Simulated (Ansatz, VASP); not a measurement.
CdHgS2 in VASP and in Ansatz

```
Cd Hg S
1.0
     5.14140    0.00000    0.00000
     0.00000    5.14140    0.00000
     0.00000    0.00000    3.37569
Cd Hg S
1 1 2
Direct
  0.50000 0.50000 0.50000
  0.00000 0.00000 0.00000
  0.50000 0.00000 0.00000
  0.00000 0.50000 0.00000
```

Alike in both runs: functional PBE; k mesh 4 × 4 × 6; occupations gaussian, width 0.1 eV; no spin polarisation.

Ansatz relaxed the structure, and its values are those at the end. VASP's run is a single point on that final structure, the one shown.

```csv
,VASP,Ansatz
version,VASP 6.6.1,Ansatz 0.2.0
potentials or method,"VASP PAW PBE potentials, release 64 (Cd, Hg, S)","scalar-relativistic, plane waves, PAW"
plane-wave cutoff (eV),520,420
valence electrons in the cell,36,52
```

```tsv
	VASP	Ansatz	Ansatz less VASP
gap on the k mesh at the Fermi level (eV)	none	none	-
pressure (GPa)	0.3	0.0	-0.34
```

A gap of «none» marks a metal or a gap that the smearing closes. The functional is the same, so the differences come from potentials, cutoffs and numerics. The two sets of potentials don't hold the same shells in valence.

Spin-orbit coupling is left out, which matters for the levels of Hg.
